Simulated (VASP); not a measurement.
# Al2GaP3 (Cmc2_1) in VASP: relaxation of cell and atoms with PBE

Aim: the relaxation of cell and atoms of Al2GaP3 with PBE.

Program: VASP 6.6.1. These are calculated values, not measurements. Logs are shortened: lines on timing, memory, paths and dates and some standing lists are left out, and cuts for length are marked.

### Step 1. Starting point

Symmetry: Cmc2_1, No. 36, orthorhombic system. The conventional cell has a = 11.580 Å, b = 6.690 Å, c = 6.310 Å, α = 90.00°, β = 90.00°, γ = 90.00°. Al (site symmetry 1) is surrounded by 4 P at 2.36 to 2.37 Å. Ga (site symmetry m) is surrounded by 4 P at 2.36 to 2.37 Å. P (site symmetry 1) has 3 Al at 2.36 to 2.37 Å and 1 Ga at 2.36 Å as nearest neighbours. P (site symmetry m) is surrounded by 2 Al at 2.36 Å and 2 Ga at 2.37 Å.

The cell was built by a generator and needn't be a form met in nature.

### Step 2. Relaxation of cell and atoms, PBE

The input, INCAR:

```
SYSTEM = Al2GaP3
PREC = Normal ; ENCUT = 520
EDIFF = 1E-4 ; ISMEAR = 0
SIGMA = 0.15 ; LREAL = Auto
LASPH = .TRUE. ; NELM = 60
ALGO = Fast ; ISIF = 3
LWAVE = .FALSE. ; LCHARG = .FALSE.
GGA = PE ; IBRION = 2
NSW = 24 ; EDIFFG = -0.08
```

The input, KPOINTS:

```
regular mesh
0
G
  3 3 2
  0 0 0
```

The input, POSCAR:

```
Al2GaP3
1.0
    5.7900000000     -3.3450000000      0.0000000000
    5.7900000000      3.3450000000      0.0000000000
    0.0000000000      0.0000000000      6.3100000000
Al Ga P
4 2 6
Direct
    0.1666000000      0.5000000000      0.0000000000
    0.5000000000      0.8334000000      0.0000000000
    0.8334000000      0.5000000000      0.5000000000
    0.5000000000      0.1666000000      0.5000000000
    0.8333000000      0.1667000000      0.0000000000
    0.1667000000      0.8333000000      0.5000000000
    0.8334000000      0.5000000000      0.8750000000
    0.5000000000      0.1666000000      0.8750000000
    0.1667000000      0.8333000000      0.8750000000
    0.1666000000      0.5000000000      0.3750000000
    0.5000000000      0.8334000000      0.3750000000
    0.8333000000      0.1667000000      0.3750000000
```

Potentials or basis: VASP PAW PBE potentials, release 64 (Al, Ga_d, P).

Run with:

```
cat potpaw_PBE.64/Al/POTCAR potpaw_PBE.64/Ga_d/POTCAR potpaw_PBE.64/P/POTCAR > POTCAR
mpirun -np 1 vasp_std > vasp.out
```

OUTCAR:

```text
SYSTEM = Al2GaP3
   PREC = Normal
   ENCUT = 520
   EDIFF = 1E-4
   ISMEAR = 0
   LREAL = Auto
   LASPH = .TRUE.
   NELM = 60
   ISIF = 3
   GGA = PE
   IBRION = 2
   NSW = 24
   EDIFFG = -0.08

 ion  position               nearest neighbor table
   1  0.167  0.500  0.000-   7 2.36   9 2.36   8 2.37  10 2.37
   2  0.500  0.833  0.000-   8 2.36   9 2.36   7 2.37  11 2.37
   3  0.833  0.500  0.500-  10 2.36  12 2.36  11 2.37   7 2.37
   4  0.500  0.167  0.500-  11 2.36  12 2.36  10 2.37   8 2.37
   5  0.833  0.167  0.000-   7 2.36   8 2.36   9 2.37  12 2.37
   6  0.167  0.833  0.500-  10 2.36  11 2.36  12 2.37   9 2.37
   7  0.833  0.500  0.875-   1 2.36   5 2.36   2 2.37   3 2.37
   8  0.500  0.167  0.875-   2 2.36   5 2.36   1 2.37   4 2.37
   9  0.167  0.833  0.875-   1 2.36   2 2.36   5 2.37   6 2.37
  10  0.167  0.500  0.375-   3 2.36   6 2.36   4 2.37   1 2.37
  11  0.500  0.833  0.375-   4 2.36   6 2.36   3 2.37   2 2.37
  12  0.833  0.167  0.375-   3 2.36   4 2.36   6 2.37   5 2.37

  LATTYP: Found a base centered orthorhombic cell.
 ALAT       =     6.6900000000
 B/A-ratio  =     1.7309417040
 C/A-ratio  =     0.9431988042

  Lattice vectors:

 A1 = (  -5.7900000000,  -3.3450000000,   0.0000000000)
 A2 = (   5.7900000000,  -3.3450000000,   0.0000000000)
 A3 = (   0.0000000000,   0.0000000000,   6.3100000000)

Analysis of symmetry for initial positions (statically):
=====================================================================
 Subroutine PRICEL returns:
 Original cell was already a primitive cell.

 Routine SETGRP: Setting up the symmetry group for a
 base centered orthorhombic supercell.

 Subroutine GETGRP returns: Found  4 space group operations
 (whereof  2 operations were pure point group operations)
 out of a pool of  8 trial point group operations.

The static configuration has the point symmetry C_1h.
 The point group associated with its full space group is C_2v.

Analysis of symmetry for dynamics (positions and initial velocities):
=====================================================================
 Subroutine PRICEL returns:
 Original cell was already a primitive cell.

 Routine SETGRP: Setting up the symmetry group for a
 base centered orthorhombic supercell.

 Subroutine GETGRP returns: Found  4 space group operations
 (whereof  2 operations were pure point group operations)
 out of a pool of  8 trial point group operations.

The dynamic configuration has the point symmetry C_1h.
 The point group associated with its full space group is C_2v.

 Subroutine INISYM returns: Found  4 space group operations
 (whereof  2 operations are pure point group operations),
 and found     1 'primitive' translations

----------------------------------------------------------------------------------------

                                     Primitive cell

  volume of cell :     244.4185

  direct lattice vectors                    reciprocal lattice vectors
     5.790000000 -3.345000000  0.000000000     0.086355786 -0.149476831  0.000000000
     5.790000000  3.345000000  0.000000000     0.086355786  0.149476831  0.000000000
     0.000000000  0.000000000  6.310000000     0.000000000  0.000000000  0.158478605

  length of vectors
     6.686787345  6.686787345  6.310000000     0.172628633  0.172628633  0.158478605

  position of ions in fractional coordinates (direct lattice)
     0.166600000  0.500000000  0.000000000
     0.500000000  0.833400000  0.000000000
     0.833400000  0.500000000  0.500000000
     0.500000000  0.166600000  0.500000000
     0.833300000  0.166700000  0.000000000
     0.166700000  0.833300000  0.500000000
     0.833400000  0.500000000  0.875000000
     0.500000000  0.166600000  0.875000000
     0.166700000  0.833300000  0.875000000
     0.166600000  0.500000000  0.375000000
     0.500000000  0.833400000  0.375000000
     0.833300000  0.166700000  0.375000000

  ion indices of the primitive-cell ions
   primitive index   ion index
                 1           1
                 2           2
                 3           3
                 4           4
                 5           5
                 6           6
                 7           7
                 8           8
                 9           9
                10          10
                11          11
                12          12

----------------------------------------------------------------------------------------

 KPOINTS: regular mesh

Automatic generation of k-mesh.
 Grid dimensions read from file:
 generate k-points for:    3    3    2

 Generating k-lattice:

  Cartesian coordinates                     Fractional coordinates (reciprocal lattice)
     0.028785262 -0.049825610  0.000000000     0.333333333  0.000000000  0.000000000
     0.028785262  0.049825610  0.000000000     0.000000000  0.333333333  0.000000000
     0.000000000  0.000000000  0.079239303     0.000000000  0.000000000  0.500000000

  Length of vectors
     0.057542878  0.057542878  0.079239303

  Shift w.r.t. Gamma in fractional coordinates (k-lattice)
     0.000000000  0.000000000  0.000000000

 Subroutine IBZKPT returns following result:
 ===========================================

 Found      8 irreducible k-points:

 Following reciprocal coordinates:
            Coordinates               Weight
  0.000000  0.000000  0.000000      1.000000
  0.333333  0.000000  0.000000      4.000000
  0.333333  0.333333  0.000000      2.000000
 -0.333333  0.333333  0.000000      2.000000
  0.000000  0.000000  0.500000      1.000000
  0.333333  0.000000  0.500000      4.000000
  0.333333  0.333333  0.500000      2.000000
 -0.333333  0.333333  0.500000      2.000000
   k-points           NKPTS =      8   k-points in BZ     NKDIM =      8   number of bands    NBANDS=     41
   number of dos      NEDOS =    301   number of ions     NIONS =     12
   total plane-waves  NPLWV =  57600
   dimension x,y,z NGX =    40 NGY =   40 NGZ =   36
   dimension x,y,z NGXF=    80 NGYF=   80 NGZF=   72
   ions per type =               4   2   6
   NGX,Y,Z   is equivalent  to a cutoff of   9.94,  9.94,  9.48 a.u.
   NGXF,Y,Z  is equivalent  to a cutoff of  19.89, 19.89, 18.97 a.u.
 SYSTEM =  Al2GaP3
   PREC   = normal    normal or accurate (medium, high low for compatibility)
   ISTART =      0    job   : 0-new  1-cont  2-samecut
   ICHARG =      2    charge: 1-file 2-atom 10-const
   ISPIN  =      1    spin polarized calculation?
   LNONCOLLINEAR =      F non collinear calculations
   LSORBIT =      F    spin-orbit coupling
   LASPH  =      T    aspherical Exc in radial PAW
   ENCUT  =  520.0 eV  38.22 Ry    6.18 a.u.  12.43 12.43 11.73*2*pi/ulx,y,z
   NELM   =     60;   NELMIN=  2; NELMDL= -5     # of ELM steps
   EDIFF  = 0.1E-03   stopping-criterion for ELM
   LREAL  =      T    real-space projection
   EDIFFG = -.8E-01   stopping-criterion for IOM
   NSW    =     24    number of steps for IOM
   IBRION =      2    ionic relax: 0-MD 1-quasi-New 2-CG
   NFREE  =      1    steps in history (QN), initial steepest desc. (CG)
   ISIF   =      3    stress and relaxation
   ISYM   =      2    0-nonsym 1-usesym 2-fastsym
   POTIM  = 0.5000    time-step for ionic-motion
   TEBEG  =    0.0;   TEEND  =   0.0 temperature during run
   PSTRESS=    0.0 pullay stress
   NELECT =      68.0000    total number of electrons
   NUPDOWN=      -1.0000    fix difference up-down
   EMIN   =  10.00;   EMAX   =-10.00  energy-range for DOS
   EFERMI =   0.00;   METHOD = LEGACY
   ISMEAR =     0;   SIGMA  =   0.15  broadening in eV -4-tet -1-fermi 0-gaus
   EFERMI_NEDOS =   21; number of points for ismear=-14 and -15
   IALGO  =     68    algorithm
   IMIX   =      4    mixing-type and parameters
     AMIX     =   0.40;   BMIX     =  1.00
     AMIX_MAG =   1.60;   BMIX_MAG =  1.00
  volume/ion in A,a.u.               =      20.37       137.45
  Fermi-wavevector in a.u.,A,eV,Ry     =   1.068726  2.019600 15.540244  1.142176
  Thomas-Fermi vector in A             =   2.204383
   LORBIT       =      0    0 simple, 1 ext, 2 COOP (PROOUT), +10 PAW based schemes
   GGA     = PE    functional components
   LHFCALC =     F    Hartree Fock is set to
   AEXX    =    0.0000 exact exchange contribution
   IVDW    =     0    specifies the selected vdW correction
   LEPSILON=     F    determine dielectric tensor
   LRPA    =     F    only Hartree local field effects (RPA)
 conjugate gradient relaxation of ions
 non-spin polarized calculation
 RMM-DIIS sequential band-by-band and
 Gauss-broadening in eV      SIGMA  =   0.15
  energy-cutoff  :      520.00
  volume of cell :      244.42
 maximum number of plane-waves:      6602
   NGX = 25   NGY = 25   NGZ = 23

--------------------------------------- Ionic step        1  -------------------------------------------

 number of electron      67.9999945 magnetization

 Free energy of the ion-electron system (eV)
  ---------------------------------------------------
  ext. energy  EPLUGINS =         0.00000000
  ---------------------------------------------------
  free energy    TOTEN  =       -59.63438551 eV

  energy without entropy =      -59.63438551  energy(sigma->0) =      -59.63438551

------------------------ aborting loop because EDIFF is reached ----------------------------------------

  FORCE on cell =-STRESS in cart. coord.  units (eV):
  Direction    XX          YY          ZZ          XY          YZ          ZX
  --------------------------------------------------------------------------------------
  -------------------------------------------------------------------------------------
  Total        2.5146887      2.2608703      4.2310769      0.0000000      0.0000000      0.0000000
  in kB       16.4839305     14.8201359     27.7349544      0.0000000      0.0000000      0.0000000
  external PRESSURE =      19.6796736 kB  Pullay stress =       0.0000000 kB
[... 77 lines left out ...]
  energy  without entropy=      -59.6663014650  energy(sigma->0) =      -59.66630147

--------------------------------------- Ionic step        3  -------------------------------------------

 number of electron      67.9999976 magnetization

 Free energy of the ion-electron system (eV)
  ---------------------------------------------------
  ext. energy  EPLUGINS =         0.00000000
  ---------------------------------------------------
  free energy    TOTEN  =       -59.67590597 eV

  energy without entropy =      -59.67590597  energy(sigma->0) =      -59.67590597

 E-fermi :   5.1469     XC(G=0):  -9.2979

 val. band max:        4.4308986561   @ k =   0.0000   0.0000   0.0000
 cond. band min:       6.2608195848   @ k =  -0.3333   0.3333   0.0000
 fundamental gap:      1.8299209287
 Fermi energy:         5.1469308443

 k-point     1 :       0.0000    0.0000    0.0000
  band No.  band energies     occupation
      1      -9.9297      2.00000
      2      -9.9131      2.00000
      3      -9.8963      2.00000
      4      -9.8960      2.00000
      5      -9.8808      2.00000
      6      -9.8626      2.00000
[... 380 lines left out ...]
  FREE ENERGIE OF THE ION-ELECTRON SYSTEM (eV)
  ---------------------------------------------------
  free  energy   TOTEN  =       -59.6759059732 eV

  energy  without entropy=      -59.6759059732  energy(sigma->0) =      -59.67590597

 reached required accuracy - stopping structural energy minimisation
```

Run time: 46 s. Hardware: 1 thread of Intel Xeon 6975P-C (Granite Rapids), shared host; peak memory 0.27 GiB.

What came out:

```yaml
Free_energy: -59.6759 eV
Relaxed_volume: 20.87 Å³/atom
Relaxed_cell: a = 6.732 Å, b = 6.732 Å, c = 6.383 Å, α = 90.00°, β = 90.00°, γ = 60.00°
Space_group_after_relaxing_to_0.05_Å: Cmc2_1 (No. 36)
Energy_gained_by_relaxing: 3.5 meV/atom
Ionic_steps: 3
Pressure_after_relaxing: 0.0 GPa
Largest_force_after_relaxing: 0.060 eV/Å
Band_gap_on_the_k_mesh: 1.83 eV, indirect (least direct gap 1.96 eV)
```

Forces on the atoms (eV/Å):
```
Al   0.002  0.003  0.034
Al  -0.002  0.003  0.034
Al  -0.002 -0.003  0.034
Al   0.002 -0.003  0.034
Ga   0.000 -0.045  0.039
Ga   0.000  0.045  0.039
P    0.010  0.022 -0.055
P   -0.010  0.022 -0.055
P    0.000 -0.036  0.003
P   -0.010 -0.022 -0.055
P    0.010 -0.022 -0.055
P    0.000  0.036  0.003
```

The path:
```csv
step,energy change (eV),largest force (eV/Å),pressure (GPa),volume (Å³)
1,0.0000,0.0892,1.97,244.42
2,-0.0319,0.0738,-1.07,253.37
3,-0.0415,0.0600,-0.02,250.49
```

Final structure:
```
Al Ga P
1.0
     5.82985   -3.36570    0.00000
     5.82985    3.36570    0.00000
     0.00000    0.00000    6.38308
Al Ga P
4 2 6
Direct
  0.16670 0.50002 0.99982
  0.49998 0.83330 0.99982
  0.83330 0.49998 0.49982
  0.50002 0.16670 0.49982
  0.83347 0.16653 0.99994
  0.16653 0.83347 0.49994
  0.83322 0.50015 0.87500
  0.49985 0.16678 0.87500
  0.16688 0.83312 0.87543
  0.16678 0.49985 0.37500
  0.50015 0.83322 0.37500
  0.83312 0.16688 0.37543
```

Levels at points of the mesh, in eV from the valence-band top:
```
           k point  band 31  band 32  band 33  band 34  band 35  band 36  band 37  band 38
(0.00, 0.00, 0.00)    -1.00    -0.11    -0.01     0.00     1.96     2.31     2.32     2.62
(0.00, 0.00, 0.50)    -0.55    -0.55    -0.55    -0.55     2.42     2.42     3.02     3.02
```

Caveat: the k mesh is coarse (spacing up to 0.50 Å⁻¹), so the values aren't converged; an odd mesh through Γ misses points on the zone boundary, where band edges often lie; the relaxation stopped at a loose force limit of 0.08 eV/Å, so its end isn't a converged minimum.
